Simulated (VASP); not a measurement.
```
CELL_PARAMETERS angstrom
     -1.96418     1.96418     1.96418
      1.96418    -1.96418     1.96418
      1.96418     1.96418    -1.96418
ATOMIC_POSITIONS crystal
  Tb 0.00000 0.00000 0.00000
```

Method: PBEsol GGA, VASP's PBE PAW potentials (set 64) (plane waves; VASP). Run with 400 eV cut-off, Gaussian smearing of 0.050 eV, potentials Tb_3.

The 4f electrons are frozen in the core of the lanthanide potential, so 4f levels, which can set the real gap, and their magnetism are missing.

**Question.** Give the energies of bands 4 to 7 at the high-symmetry points, in eV from the Fermi level.

**Answer.** 
| band | Γ | H | N | P |
|---|---|---|---|---|
| 4 | -5.14 | -1.89 | -2.36 | -0.04 |
| 5 | 1.74 | -1.89 | -0.04 | -0.04 |
| 6 | 1.74 | 6.39 | 1.54 | -0.04 |
| 7 | 1.74 | 6.39 | 4.05 | 5.06 |

It has no gap at this level: it comes out as a metal or semimetal.

The structure was generated: Tb was put into the bcc type (Im-3m), which need not be its known phase. It was relaxed first, which changed the volume by -5 %.
